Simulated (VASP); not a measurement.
# Y2CF2 (P-3m1) in VASP: settings compared

Aim: see how the results for Y2CF2 move with the level of theory and the settings. Levels: PBE, LDA, r2SCAN. Tasks: band structure, dielectric tensor, optical spectrum.

Program: VASP 6.6.1. These are calculated values, not measurements. Logs are shortened: lines on timing, memory, paths and dates and some standing lists are left out, and cuts for length are marked.

## 1. The structure

Symmetry: P-3m1, No. 164, trigonal system. The conventional cell has a = 3.625 Å, b = 3.625 Å, c = 6.321 Å, α = 90.00°, β = 90.00°, γ = 120.00°. Around Y (site symmetry 3m) lie 4 F at 2.36 to 2.54 Å and 3 C at 2.49 Å. C (site symmetry -3m) is surrounded by 6 Y at 2.49 Å. F (site symmetry 3m) is surrounded by 4 Y at 2.36 to 2.54 Å and 3 F at 2.54 Å.

The cell comes from a database or a generator and needn't be the stable form of this composition.

## 2. Band structure, PBE

Input file INCAR:

```
ALGO = Fast
EDIFF = 1E-7
ENCUT = 520
GGA = PE
ISIF = 2
ISMEAR = 0
KPAR = 2
LASPH = T
LCHARG = F
LMAXMIX = 4
LREAL = F
LWAVE = F
NBANDS = 28
NELM = 80
PREC = Accurate
SIGMA = 0.03
```

Input file KPOINTS:

```
k-points
0
Gamma
  9 9 4
```

Input file POSCAR:

```
Y2CF2                                   
1.0
    3.6252869395      0.0000000000      0.0000000000
   -1.8126434697      3.1395905881      0.0000000000
    0.0000000000      0.0000000000      6.3205502256
  Y               C               F             
     2     1     2
Direct
     0.3333333300000021    0.6666666699999979    0.2131518188637478
     0.6666666699999979    0.3333333300000021    0.7868481811362522
     0.0000000000000000    0.0000000000000000    0.0000000000000000
     0.3333333300000021    0.6666666699999979    0.6142807141881436
     0.6666666699999979    0.3333333300000021    0.3857192858118635
```

Input file KPOINTS_OPT:

```
explicit points
258
Reciprocal
 0.0000000000  0.0000000000  0.0000000000 1
 0.0263157895  0.0000000000  0.0000000000 1
 0.0526315789  0.0000000000  0.0000000000 1
 0.0789473684  0.0000000000  0.0000000000 1
 0.1052631579  0.0000000000  0.0000000000 1
 0.1315789474  0.0000000000  0.0000000000 1
[... 250 lines left out ...]
 0.5000000000  0.0000000000  0.0350767900 1
 0.5000000000  0.0000000000 -0.0350767900 1
```

Potentials or basis: VASP PAW PBE potentials, release 64 (Y_sv, C, F).

Started as:

```bash
> cat potpaw_PBE.64/Y_sv/POTCAR potpaw_PBE.64/C/POTCAR potpaw_PBE.64/F/POTCAR > POTCAR
> mpirun -np 2 vasp_std > vasp.out
```

OUTCAR:

```text
EDIFF = 1E-7
   ENCUT = 520
   GGA = PE
   ISIF = 2
   ISMEAR = 0
   LASPH = T
   LREAL = F
   NELM = 80
   PREC = Accurate

 ion  position               nearest neighbor table
   1  0.333  0.667  0.213-   5 2.36   5 2.36   5 2.36   3 2.49   3 2.49   3 2.49   4 2.54   2 3.41
                             2 3.41   2 3.41   2 4.19   2 4.19   2 4.19
   2  0.667  0.333  0.787-   4 2.36   4 2.36   4 2.36   3 2.49   3 2.49   3 2.49   5 2.54   1 3.41
                             1 3.41   1 3.41   1 4.19   1 4.19   1 4.19
   3  0.000  0.000  0.000-   1 2.49   2 2.49   2 2.49   1 2.49   2 2.49   1 2.49
   4  0.333  0.667  0.614-   2 2.36   2 2.36   2 2.36   1 2.54
   5  0.667  0.333  0.386-   1 2.36   1 2.36   1 2.36   2 2.54

  LATTYP: Found a hexagonal cell.
 ALAT       =     3.6252869395
 C/A-ratio  =     1.7434620572

  Lattice vectors:

 A1 = (   3.6252869395,   0.0000000000,   0.0000000000)
 A2 = (  -1.8126434697,   3.1395905881,   0.0000000000)
 A3 = (   0.0000000000,   0.0000000000,   6.3205502256)

Analysis of symmetry for initial positions (statically):
=====================================================================
 Subroutine PRICEL returns:
 Original cell was already a primitive cell.

 Routine SETGRP: Setting up the symmetry group for a
 hexagonal supercell.

 Subroutine GETGRP returns: Found 12 space group operations
 (whereof 12 operations were pure point group operations)
 out of a pool of 24 trial point group operations.

The static configuration has the point symmetry D_3d.

Analysis of symmetry for dynamics (positions and initial velocities):
=====================================================================
 Subroutine PRICEL returns:
 Original cell was already a primitive cell.

 Routine SETGRP: Setting up the symmetry group for a
 hexagonal supercell.

 Subroutine GETGRP returns: Found 12 space group operations
 (whereof 12 operations were pure point group operations)
 out of a pool of 24 trial point group operations.

The dynamic configuration has the point symmetry D_3d.

 Subroutine INISYM returns: Found 12 space group operations
 (whereof 12 operations are pure point group operations),
 and found     1 'primitive' translations

----------------------------------------------------------------------------------------

                                     Primitive cell

[... 97 lines left out ...]
   LREAL  =      F    real-space projection
   EDIFFG = 0.1E-05   stopping-criterion for IOM
   NSW    =      0    number of steps for IOM
   IBRION =     -1    ionic relax: 0-MD 1-quasi-New 2-CG
   NFREE  =      0    steps in history (QN), initial steepest desc. (CG)
   ISIF   =      2    stress and relaxation
   ISYM   =      2    0-nonsym 1-usesym 2-fastsym
   POTIM  = 0.5000    time-step for ionic-motion
   TEBEG  =    0.0;   TEEND  =   0.0 temperature during run
   PSTRESS=    0.0 pullay stress
   NELECT =      40.0000    total number of electrons
   NUPDOWN=      -1.0000    fix difference up-down
   EMIN   =  10.00;   EMAX   =-10.00  energy-range for DOS
   EFERMI =   0.00;   METHOD = LEGACY
   ISMEAR =     0;   SIGMA  =   0.03  broadening in eV -4-tet -1-fermi 0-gaus
   EFERMI_NEDOS =   21; number of points for ismear=-14 and -15
   IALGO  =     68    algorithm
   IMIX   =      4    mixing-type and parameters
     AMIX     =   0.40;   BMIX     =  1.00
     AMIX_MAG =   1.60;   BMIX_MAG =  1.00
  volume/ion in A,a.u.               =      14.39        97.09
  Fermi-wavevector in a.u.,A,eV,Ry     =   1.346185  2.543921 24.656667  1.812214
  Thomas-Fermi vector in A             =   2.474037
   LORBIT       =      0    0 simple, 1 ext, 2 COOP (PROOUT), +10 PAW based schemes
   GGA     = PE    functional components
   LHFCALC =     F    Hartree Fock is set to
   AEXX    =    0.0000 exact exchange contribution
   IVDW    =     0    specifies the selected vdW correction
   LEPSILON=     F    determine dielectric tensor
   LRPA    =     F    only Hartree local field effects (RPA)
 non-spin polarized calculation
 RMM-DIIS sequential band-by-band and
 Gauss-broadening in eV      SIGMA  =   0.03
  energy-cutoff  :      520.00
  volume of cell :       71.94
 maximum number of plane-waves:      1955
 NGX is ok and might be reduce to    28
   NGX = 13   NGY = 13   NGZ = 23

 number of electron      40.0000004 magnetization

 Free energy of the ion-electron system (eV)
  ---------------------------------------------------
  ext. energy  EPLUGINS =         0.00000000
  ---------------------------------------------------
  free energy    TOTEN  =       -37.85645529 eV

  energy without entropy =      -37.85645529  energy(sigma->0) =      -37.85645529

 E-fermi :   4.1442     XC(G=0): -10.6365

 val. band max:        3.9605989208   @ k =   0.0000   0.0000   0.5000
 cond. band min:       5.1262246360   @ k =   0.4444  -0.0000   0.0000
 fundamental gap:      1.1656257152
 Fermi energy:         4.1441667191

 k-point     1 :       0.0000    0.0000    0.0000
  band No.  band energies     occupation
      1     -37.5403      2.00000
      2     -37.4675      2.00000
      3     -21.4222      2.00000
      4     -20.5215      2.00000
      5     -17.4327      2.00000
      6     -17.3846      2.00000
[... 733 lines left out ...]
     27       9.8909      0.00000
     28      10.6211      0.00000

 [... further k-points ...]

------------------------ aborting loop because EDIFF is reached ----------------------------------------

  FORCE on cell =-STRESS in cart. coord.  units (eV):
  Direction    XX          YY          ZZ          XY          YZ          ZX
  --------------------------------------------------------------------------------------
  -------------------------------------------------------------------------------------
  Total        2.1049655      2.1049655      2.1022111      0.0000000      0.0000000     -0.0000000
  in kB       46.8797477     46.8797478     46.8184042      0.0000000      0.0000000     -0.0000000
  external PRESSURE =      46.8592999 kB  Pullay stress =       0.0000000 kB

 VOLUME and BASIS-vectors are now :
 -----------------------------------------------------------------------------
  energy-cutoff  :      520.00
  volume of cell :       71.94
      direct lattice vectors                 reciprocal lattice vectors
     3.625286940  0.000000000  0.000000000     0.275840235  0.159256434  0.000000000
    -1.812643470  3.139590588  0.000000000     0.000000000  0.318512867  0.000000000
     0.000000000  0.000000000  6.320550226     0.000000000  0.000000000  0.158214074

 POSITION                                       TOTAL-FORCE (eV/Angst)
 -----------------------------------------------------------------------------------
     -0.00000      2.09306      1.34724        -0.000000      0.000000     -0.124929
      1.81264      1.04653      4.97331         0.000000      0.000000      0.124929
      0.00000      0.00000      0.00000        -0.000000      0.000000      0.000000
     -0.00000      2.09306      3.88259        -0.000000      0.000000     -0.045292
      1.81264      1.04653      2.43796         0.000000      0.000000      0.045292
 -----------------------------------------------------------------------------------
    total drift:                               -0.000000      0.000000     -0.000000

  FREE ENERGIE OF THE ION-ELECTRON SYSTEM (eV)
  ---------------------------------------------------
  free  energy   TOTEN  =       -37.8564552910 eV

  energy  without entropy=      -37.8564552910  energy(sigma->0) =      -37.85645529
```

OSZICAR:

```text
N       E                     dE             d eps       ncg     rms          rms(c)
DAV:   1     0.232742205823E+03    0.23274E+03   -0.21788E+04  2408   0.144E+03
DAV:   2    -0.268481137288E+02   -0.25959E+03   -0.25205E+03  2940   0.342E+02
DAV:   3    -0.440905444993E+02   -0.17242E+02   -0.17172E+02  3636   0.750E+01
DAV:   4    -0.451067899778E+02   -0.10162E+01   -0.10156E+01  3660   0.133E+01
DAV:   5    -0.451207050962E+02   -0.13915E-01   -0.13914E-01  3280   0.171E+00    0.436E+01
RMM:   6    -0.376026328101E+02    0.75181E+01   -0.23093E+01  2795   0.181E+01    0.373E+01
RMM:   7    -0.378024546123E+02   -0.19982E+00   -0.38546E+00  3526   0.732E+00    0.246E+01
RMM:   8    -0.378313329488E+02   -0.28878E-01   -0.97136E-01  3758   0.437E+00    0.450E+00
RMM:   9    -0.378461918479E+02   -0.14859E-01   -0.37248E-01  4158   0.214E+00    0.117E+00
RMM:  10    -0.378523257160E+02   -0.61339E-02   -0.90339E-02  4394   0.952E-01    0.857E-01
[... 57 further cycles ...]
DAV:   9    -0.197776316190E+05   -0.92787E-07     2280
       N       E                     dE             ncg
DAV:   1    -0.812628354008E+04   -0.68174E+05     2408
DAV:   2    -0.189646560346E+05   -0.10838E+05     2844
DAV:   3    -0.197665964470E+05   -0.80194E+03     3724
DAV:   4    -0.198103740116E+05   -0.43778E+02     3508
DAV:   5    -0.198113730368E+05   -0.99903E+00     3388
DAV:   6    -0.198113900186E+05   -0.16982E-01     3500
DAV:   7    -0.198113901842E+05   -0.16569E-03     3364
DAV:   8    -0.198113901869E+05   -0.26156E-05     2996
DAV:   9    -0.198113901869E+05   -0.58717E-07     2296
```

Run time: 2.7 min. Hardware: 2 MPI ranks of Intel Xeon Platinum 8488C (Sapphire Rapids), shared host; peak memory 0.27 GiB.

Results:

```
Free energy             : -37.8565 eV
Pressure                : 4.7 GPa
Largest force           : 0.125 eV/Å
Band gap on the k mesh  : 1.17 eV, indirect (least direct gap 1.31 eV)
Band gap along the path : 1.12 eV, indirect (least direct gap 1.27 eV)
```

Forces on the atoms (eV/Å):
```
Y    0.000  0.000 -0.125
Y    0.000  0.000  0.125
C    0.000  0.000  0.000
F    0.000  0.000 -0.045
F    0.000  0.000  0.045
```

Levels at the corners of the path, in eV from the valence-band top:
```tsv
point	band 16	band 17	band 18	band 19	band 20	band 21	band 22	band 23	band 24	band 25
Γ	-6.04	-6.04	-1.30	-0.01	-0.01	3.02	3.02	3.18	4.14	5.13
M	-5.68	-5.59	-1.56	-0.42	-0.15	1.12	4.44	4.97	5.41	5.62
M	-5.68	-5.59	-1.56	-0.42	-0.15	1.12	4.44	4.97	5.41	5.62
K	-5.64	-5.60	-1.18	-1.18	-0.47	2.63	3.85	3.85	5.12	6.30
K	-5.64	-5.60	-1.18	-1.18	-0.47	2.63	3.85	3.85	5.12	6.30
Γ	-6.04	-6.04	-1.30	-0.01	-0.01	3.02	3.02	3.18	4.14	5.13
Γ	-6.04	-6.04	-1.30	-0.01	-0.01	3.02	3.02	3.18	4.14	5.13
A	-5.99	-5.50	-1.49	0.00	0.00	3.15	3.15	3.34	4.47	5.10
A	-5.99	-5.50	-1.49	0.00	0.00	3.15	3.15	3.34	4.47	5.10
L	-5.70	-5.61	-1.35	-0.52	-0.20	1.59	4.19	5.55	5.57	5.91
L	-5.70	-5.61	-1.35	-0.52	-0.20	1.59	4.19	5.55	5.57	5.91
H	-5.64	-5.58	-1.02	-1.02	-0.55	3.16	4.27	4.41	4.41	5.65
H	-5.64	-5.58	-1.02	-1.02	-0.55	3.16	4.27	4.41	4.41	5.65
A	-5.99	-5.50	-1.49	0.00	0.00	3.15	3.15	3.34	4.47	5.10
L	-5.70	-5.61	-1.35	-0.52	-0.20	1.59	4.19	5.55	5.57	5.91
M	-5.68	-5.59	-1.56	-0.42	-0.15	1.12	4.44	4.97	5.41	5.62
K	-5.64	-5.60	-1.18	-1.18	-0.47	2.63	3.85	3.85	5.12	6.30
H	-5.64	-5.58	-1.02	-1.02	-0.55	3.16	4.27	4.41	4.41	5.65
```

(Part 1 of 3 ends here.)
